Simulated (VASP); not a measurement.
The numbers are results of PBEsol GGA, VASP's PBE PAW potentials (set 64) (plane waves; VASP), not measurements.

The input files of a VASP run:

### POSCAR
```
CoSi
1
    4.3575394658     0.0000000000     0.0000000000
    0.0000000000     4.3575394658     0.0000000000
    0.0000000000     0.0000000000     4.3575394658
Co Si
4 4
Direct
  0.8537126841   0.6462873159   0.3537126841
  0.3537126841   0.8537126841   0.6462873159
  0.1462873159   0.1462873159   0.1462873159
  0.6462873159   0.3537126841   0.8537126841
  0.1563788112   0.3436211888   0.6563788112
  0.6563788112   0.1563788112   0.3436211888
  0.8436211888   0.8436211888   0.8436211888
  0.3436211888   0.6563788112   0.1563788112
```

KPOINTS:
```
Automatic mesh
0
Gamma
  7 7 7
0 0 0
```

**INCAR**
```
# general
SYSTEM  = CoSi
PREC    = Accurate
ENCUT   = 500
LREAL   = .FALSE.
LASPH   = .TRUE.   # aspherical one-centre terms

# electronic loop
EDIFF   = 1E-6
NELM    = 100   # most electronic steps
ALGO    = Normal   # blocked Davidson
LMAXMIX = 4

# smearing
ISMEAR  = 1   # Methfessel-Paxton
SIGMA   = 0.1   # width (eV)

# functional
GGA     = PS   # PBEsol

# ions
IBRION  = 2   # conjugate gradients
NSW     = 40
ISIF    = 3   # ions, shape and volume
EDIFFG  = -0.02
PSTRESS = 100

# output
LWAVE   = .FALSE.
LCHARG  = .FALSE.
```

POTCAR, in this order: Co Si (PBE.64 set). Program: vasp_std.

The run wrote:

**OSZICAR**
```
       N       E                     dE             d eps       ncg     rms          rms(c)
DAV:   1     0.349045362411E+03    0.34905E+03   -0.21974E+04  1488   0.189E+03
DAV:   2    -0.328441215966E+02   -0.38189E+03   -0.37223E+03  1488   0.405E+02
DAV:   3    -0.650483386529E+02   -0.32204E+02   -0.31335E+02  1807   0.139E+02
DAV:   4    -0.664190548107E+02   -0.13707E+01   -0.13528E+01  1914   0.275E+01
DAV:   5    -0.664701021436E+02   -0.51047E-01   -0.51031E-01  2050   0.474E+00    0.307E+01
DAV:   6    -0.717336551315E+02   -0.52636E+01   -0.19339E+02  2137   0.161E+02    0.264E+01
DAV:   7    -0.597797261437E+02    0.11954E+02   -0.72688E+01  2047   0.114E+02    0.856E+00
DAV:   8    -0.599033939571E+02   -0.12367E+00   -0.43543E+00  1750   0.129E+01    0.301E+00
DAV:   9    -0.598046636288E+02    0.98730E-01   -0.35564E-01  2361   0.677E+00    0.115E+00
DAV:  10    -0.597977488058E+02    0.69148E-02   -0.20586E-02  2265   0.104E+00    0.306E-01
DAV:  11    -0.597966681378E+02    0.10807E-02   -0.28517E-03  2401   0.506E-01    0.942E-02
DAV:  12    -0.597966440195E+02    0.24118E-04   -0.24194E-04  1882   0.169E-01    0.302E-02
DAV:  13    -0.597966430741E+02    0.94534E-06   -0.57878E-05  2385   0.497E-02    0.305E-02
DAV:  14    -0.597966402550E+02    0.28191E-05   -0.65900E-06  1669   0.197E-02    0.109E-02
DAV:  15    -0.597966402464E+02    0.85870E-08   -0.28279E-06  1360   0.156E-02
   1 F= -.54632317E+02 E0= -.54632515E+02  d E =-.546323E+02
       N       E                     dE             d eps       ncg     rms          rms(c)
DAV:   1    -0.607356060531E+02   -0.93897E+00   -0.20222E+01  1509   0.567E+01    0.103E+01
DAV:   2    -0.611448795739E+02   -0.40927E+00   -0.26526E+01  2052   0.643E+01    0.896E+00
DAV:   3    -0.595582085169E+02    0.15867E+01   -0.99577E+00  2035   0.418E+01    0.210E+00
DAV:   4    -0.595333602137E+02    0.24848E-01   -0.38237E-01  1714   0.454E+00    0.885E-01
DAV:   5    -0.595249927154E+02    0.83675E-02   -0.27508E-02  2278   0.173E+00    0.440E-01
DAV:   6    -0.595233982501E+02    0.15945E-02   -0.43352E-03  2299   0.502E-01    0.728E-02
DAV:   7    -0.595233974134E+02    0.83671E-06   -0.29109E-04  1705   0.176E-01    0.415E-02
DAV:   8    -0.595233909436E+02    0.64698E-05   -0.20864E-05  1803   0.276E-02    0.184E-02
DAV:   9    -0.595233907489E+02    0.19471E-06   -0.28396E-05  2365   0.536E-02    0.141E-02
DAV:  10    -0.595233891448E+02    0.16041E-05   -0.89642E-06  1955   0.353E-02    0.204E-03
DAV:  11    -0.595233891922E+02   -0.47410E-07   -0.69244E-07  1003   0.534E-03
   2 F= -.54592630E+02 E0= -.54592676E+02  d E =0.396874E-01
       N       E                     dE             d eps       ncg     rms          rms(c)
DAV:   1    -0.602126388474E+02   -0.68925E+00   -0.79602E+00  1525   0.362E+01    0.621E+00
DAV:   2    -0.604698131328E+02   -0.25717E+00   -0.11609E+01  2112   0.429E+01    0.623E+00
DAV:   3    -0.597459761784E+02    0.72384E+00   -0.45546E+00  2106   0.263E+01    0.131E+00
DAV:   4    -0.597334401293E+02    0.12536E-01   -0.90222E-02  1551   0.214E+00    0.501E-01
DAV:   5    -0.597299136439E+02    0.35265E-02   -0.14032E-02  2324   0.133E+00    0.127E-01
DAV:   6    -0.597297707613E+02    0.14288E-03   -0.10304E-03  2285   0.223E-01    0.335E-02
DAV:   7    -0.597297759287E+02   -0.51674E-05   -0.43337E-05  1761   0.665E-02    0.200E-02
DAV:   8    -0.597297802210E+02   -0.42923E-05   -0.12043E-05  2042   0.379E-02    0.888E-03
DAV:   9    -0.597297791308E+02    0.10903E-05   -0.81714E-06  1861   0.358E-02    0.129E-03
DAV:  10    -0.597297791510E+02   -0.20209E-07   -0.40229E-07  1017   0.463E-03
   3 F= -.54654813E+02 E0= -.54654950E+02  d E =-.224958E-01
       N       E                     dE             d eps       ncg     rms          rms(c)
DAV:   1    -0.597280687054E+02    0.17104E-02   -0.11705E-03  1567   0.434E-01    0.760E-02
DAV:   2    -0.597281052379E+02   -0.36533E-04   -0.16555E-03  2103   0.509E-01    0.736E-02
DAV:   3    -0.597280015914E+02    0.10365E-03   -0.64509E-04  2072   0.322E-01    0.156E-02
DAV:   4    -0.597280004861E+02    0.11053E-05   -0.17706E-05  1621   0.303E-02    0.482E-03
DAV:   5    -0.597280000238E+02    0.46231E-06   -0.88829E-07   884   0.105E-02
   4 F= -.54654810E+02 E0= -.54654946E+02  d E =-.224933E-01
       N       E                     dE             d eps       ncg     rms          rms(c)
DAV:   1    -0.597275535409E+02    0.44695E-03   -0.49576E-02  1488   0.122E+00    0.318E-02
DAV:   2    -0.597276091484E+02   -0.55607E-04   -0.73698E-04  2155   0.247E-01    0.231E-02
DAV:   3    -0.597276036013E+02    0.55471E-05   -0.13225E-05  1790   0.384E-02    0.139E-02
DAV:   4    -0.597276005321E+02    0.30692E-05   -0.15962E-05  2131   0.446E-02    0.902E-03
DAV:   5    -0.597275993202E+02    0.12119E-05   -0.77014E-06  1676   0.356E-02    0.137E-03
DAV:   6    -0.597275993465E+02   -0.26350E-07   -0.29330E-07   800   0.611E-03
   5 F= -.54655061E+02 E0= -.54655194E+02  d E =-.250846E-03
       N       E                     dE             d eps       ncg     rms          rms(c)
DAV:   1    -0.597269617446E+02    0.63758E-03   -0.54425E-02  1488   0.128E+00    0.330E-02
DAV:   2    -0.597270229262E+02   -0.61182E-04   -0.80985E-04  2168   0.259E-01    0.243E-02
DAV:   3    -0.597270169688E+02    0.59574E-05   -0.14103E-05  1790   0.390E-02    0.143E-02
DAV:   4    -0.597270134785E+02    0.34903E-05   -0.14536E-05  2131   0.414E-02    0.829E-03
DAV:   5    -0.597270124681E+02    0.10104E-05   -0.70927E-06  1606   0.341E-02    0.157E-03
DAV:   6    -0.597270124804E+02   -0.12252E-07   -0.33279E-07   786   0.719E-03
   6 F= -.54655157E+02 E0= -.54655286E+02  d E =-.346462E-03
```

**OUTCAR**
```
------------------------ aborting loop because EDIFF is reached ----------------------------------------
  FORCE on cell =-STRESS in cart. coord.  units (eV):
  Direction    XX          YY          ZZ          XY          YZ          ZX
  --------------------------------------------------------------------------------------
  Total        5.1177392      5.1177392      5.1177392      0.0000000      0.0000000      0.0000000
  in kB      100.9046701    100.9046701    100.9046701      0.0000000      0.0000000      0.0000000
  external PRESSURE =       0.9046701 kB  Pullay stress =     100.0000000 kB
  volume of cell :       81.26
      direct lattice vectors                 reciprocal lattice vectors
     4.331375353 -0.000000000 -0.000000000     0.230873549  0.000000000 -0.000000000
    -0.000000000  4.331375353  0.000000000     0.000000000  0.230873549  0.000000000
     0.000000000 -0.000000000  4.331375353     0.000000000 -0.000000000  0.230873549
 POSITION                                       TOTAL-FORCE (eV/Angst)
 -----------------------------------------------------------------------------------
      3.69563      2.80143      1.52994        -0.001823      0.001823     -0.001823
      1.52994      3.69563      2.80143        -0.001823     -0.001823      0.001823
      0.63575      0.63575      0.63575         0.001823      0.001823      0.001823
      2.80143      1.52994      3.69563         0.001823     -0.001823     -0.001823
      0.67659      1.48910      2.84227         0.002578     -0.002578      0.002578
      2.84227      0.67659      1.48910         0.002578      0.002578     -0.002578
      3.65479      3.65479      3.65479        -0.002578     -0.002578     -0.002578
      1.48910      2.84227      0.67659        -0.002578      0.002578      0.002578
 -----------------------------------------------------------------------------------
    total drift:                                0.000000      0.000000      0.000000
  FREE ENERGIE OF THE ION-ELECTRON SYSTEM (eV)
  ---------------------------------------------------
  free  energy   TOTEN  =       -59.7270124804 eV

  energy  without entropy=      -59.7274002348  energy(sigma->0) =      -59.72714173
  enthalpy is  TOTEN    =       -54.6551568797 eV   P V=        5.0718556007

 reached required accuracy - stopping structural energy minimisation
```
(Selected blocks of OUTCAR.)

### CONTCAR
```
CoSi
   1.00000000000000
     4.3313753530376404   -0.0000000000000000   -0.0000000000000000
    -0.0000000000000000    4.3313753530376404    0.0000000000000000
     0.0000000000000000   -0.0000000000000000    4.3313753530376404
  Co              Si
     4     4
Direct
     0.8532231952091658    0.6467768047908342    0.3532231952091656
     0.3532231952091656    0.8532231952091658    0.6467768047908342
     0.1467768047908344    0.1467768047908344    0.1467768047908344
     0.6467768047908342    0.3532231952091656    0.8532231952091658
     0.1562057370006498    0.3437942629993502    0.6562057370006499
     0.6562057370006499    0.1562057370006498    0.3437942629993502
     0.8437942629993501    0.8437942629993501    0.8437942629993501
     0.3437942629993502    0.6562057370006499    0.1562057370006498
```

OUTCAR:
```
 val. band max:       13.0398585776   @ k =   0.4286   0.4286   0.4286

 cond. band min:      13.0681643846   @ k =   0.0000   0.0000   0.0000


 Fermi energy:        13.0534718847

 k-point     1 :       0.0000    0.0000    0.0000
  band No.  band energies     occupation
      1      -1.1793      2.00000
      2       4.5657      2.00000
      3       4.5657      2.00000
      4       4.5657      2.00000
      5       7.2498      2.00000
      6       7.2498      2.00000
      7       7.2498      2.00000
      8       8.9953      2.00000
      9       8.9953      2.00000
     10       8.9953      2.00000
     11       9.7070      2.00000
     12       9.7378      2.00000
     13       9.7378      2.00000
     14      10.0701      2.00000
     15      10.0701      2.00000
     16      10.0701      2.00000
     17      10.5808      2.00000
     18      10.5808      2.00000
     19      10.5808      2.00000
     20      12.0690      2.00000
     21      12.0690      2.00000
     22      12.0690      2.00000
     23      12.2155      2.00000
     24      12.2155      2.00000
     25      13.0682      0.75427
     26      13.0682      0.75427
     27      13.0682      0.75427
     28      15.9040      0.00000
     29      15.9040      0.00000
     30      15.9040      0.00000
     31      16.1930      0.00000

 k-point     2 :       0.1429    0.0000    0.0000
  band No.  band energies     occupation
      1      -1.0190      2.00000
      2       3.6120      2.00000
      3       4.6636      2.00000
      4       5.2243      2.00000
      5       6.7566      2.00000
      6       7.3420      2.00000
      7       7.9095      2.00000
      8       8.3288      2.00000
      9       8.6764      2.00000
     10       9.5471      2.00000
     11       9.6431      2.00000
     12       9.7677      2.00000
     13       9.9815      2.00000
     14      10.0062      2.00000
     15      10.0809      2.00000
     16      10.0814      2.00000
     17      10.4966      2.00000
...
```

The compound is CoSi in the B20 structure. This run relaxes it under an external pressure of 10 GPa. Symmetry was kept, so distortions that lower it aren't found. The run is not spin-polarised, so no magnetic state was tried.
